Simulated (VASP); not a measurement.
Given:

```
BaTiO3
1.0
    4.00639     0.00000     0.00000
    0.00000     4.00639     0.00000
    0.00000     0.00000     4.00639
Ba Ti O
1 1 3
Direct
  0.00000   0.00000   0.00000
  0.50000   0.50000   0.50000
  0.50000   0.00000   0.50000
  0.00000   0.50000   0.50000
  0.50000   0.50000   0.00000
```

The numbers are results of PBE GGA with D3 dispersion (Becke-Johnson damping), VASP's PBE PAW potentials (set 64) (plane waves; VASP), not measurements. Numerical set-up: 520 eV cut-off, Gaussian smearing of 0.050 eV, potentials Ba_sv Ti_sv O.

Unless said otherwise, spin-orbit coupling is left out, though it shifts the bands of the heavy elements here.

Q: Give the energies of bands 12 to 23 at the high-symmetry points, in eV from the valence-band maximum.

A: 
```csv
band,Γ,X,M,R
12,-2.30,-3.99,-4.30,-4.46
13,-2.30,-2.77,-4.04,-3.83
14,-2.30,-2.77,-3.85,-3.83
15,-1.09,-1.95,-2.68,-2.41
16,-1.09,-1.91,-2.68,-2.41
17,-1.09,-1.83,-1.72,-2.41
18,-0.15,-1.83,-0.87,0.00
19,-0.15,-0.71,-0.87,0.00
20,-0.15,-0.71,-0.09,0.00
21,1.74,1.90,3.48,4.14
22,1.74,3.47,3.48,4.14
23,1.74,3.47,3.89,4.14
```

The gap is indirect, 1.74 eV, from the valence maximum at R to the conduction minimum at Γ.

Measured: gap 3.20 eV (computed value off by -1.46 eV), as given by Yu-ichiro Matsushita et al., Physical Review B (2011), arXiv:1104.2769.

The compound is BaTiO3 in the cubic perovskite structure, the ideal cubic form; the compound distorts at low or room temperature. It was relaxed first.
